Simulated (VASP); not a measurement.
Here is the system:

```xyz
2
Lattice="3.0260 0.0000 0.0000 0.0000 3.0686 0.0000 0.0000 0.0000 3.0745" Properties=species:S:1:pos:R:3 pbc="T T T"
Ti     0.0000     0.0000     0.0000
Co     1.5857     1.5343     1.5373
```
Cell charge +0.1.

The numbers are results of PBE GGA, VASP's PBE PAW potentials (set 64) (plane waves; VASP 6.6.1), not measurements. Run with NELECT = 20.9, 400 eV cut-off, 11×11×11 Γ-centred mesh, Gaussian smearing of 0.050 eV, potentials Ti_sv Co.

The cell is charged, with a uniform compensating background.

**Question.** Give the force on each atom (eV/Å).

**Answer.** 
```tsv
atom	Fx	Fy	Fz
Ti1	0.206	0.000	0.000
Co2	-0.206	0.000	0.000
```

**Question.** Give the stress tensor in GPa (positive for a compressed cell).

**Answer.** 
```
-20.32    0.00    0.00
  0.00  -19.92    0.00
  0.00    0.00  -20.02
```
The pressure is its mean diagonal, -20.09 GPa.

The compound is TiCo in the CsCl type structure. The cell was not relaxed at this level, atoms are displaced from their ideal sites. The run is one of a series of settings (ISMEAR = 0, NELECT = 20.9, SIGMA = 0.05 against the base run), some of them coarse on purpose. The run is not spin-polarised, so no magnetic state was tried. The electron count is odd and the run is not spin-polarised, which forces a metal.
